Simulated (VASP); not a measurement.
An input for Ansatz (written as the equivalent of a VASP run, and not itself run):

Ansatz 0.2 input:
```yaml
crystal:
  lattice:
    - [1.7644856, -3.0561787, 0.0000000]
    - [1.7644856, 3.0561787, 0.0000000]
    - [0.0000000, 0.0000000, 6.5776733]
  atoms:
    - { symbol: Ti, position: [0.0000000, 0.0000000, 0.0000000] }
    - { symbol: Se, position: [0.3333330, 0.6666670, 0.2365341] }
    - { symbol: Se, position: [0.6666670, 0.3333330, 0.7634659] }
kpoints:
  mp_grid: { grid: [9, 9, 4] }
hamiltonian:
  xc: pbe
  pseudopotentials: { kind: paw }
scf:
  occupations: { method: methfessel_paxton, width: 0.1 }
  max_iter: 100
relax:
  max_steps: 60
  f_tol: 0.02
  cell: {}
output: { forces: true, stress: true, eigenvalues: true }
```

Q: Write the VASP files for the same calculation (PBE).

A: Several could match; the one computed here: 
**INCAR**
```
SYSTEM = TiSe2
PREC = Accurate
ENCUT = 400
EDIFF = 1E-6
NELM = 100
ALGO = Normal
LREAL = .FALSE.
LASPH = .TRUE.
ISMEAR = 1
SIGMA = 0.1
GGA = PE
LMAXMIX = 4
LWAVE = .FALSE.
LCHARG = .FALSE.
IBRION = 2
ISIF = 3
NSW = 60
EDIFFG = -0.02
```

### POSCAR
```
TiSe2
1.0
  1.7644855795  -3.0561787427   0.0000000000
  1.7644855795   3.0561787427   0.0000000000
  0.0000000000   0.0000000000   6.5776733306
Ti Se
1 2
Cart
  0.0000000000   0.0000000000   0.0000000000
  1.7644855795   1.0187282850   1.5558438078
  1.7644855795  -1.0187282850   5.0218295228
```

File KPOINTS:
```
Automatic mesh
0
Gamma
9 9 4
0 0 0
```

POTCAR, in this order: Ti_sv Se (PBE.64 set). Program: vasp_std.

Limits of the translation: each code has its own PAW files, so the cut-off isn't converted (ENCUT is set for VASP's; basis.ecutwfc is left out, and Ansatz then takes the one that its files recommend); Ansatz stops its SCF on the density residual and VASP on the energy change (EDIFF).

The compound is TiSe2 in the 1T layered structure. This run relaxes it. Symmetry was kept, so distortions that lower it aren't found. The start is the result of an earlier pass.
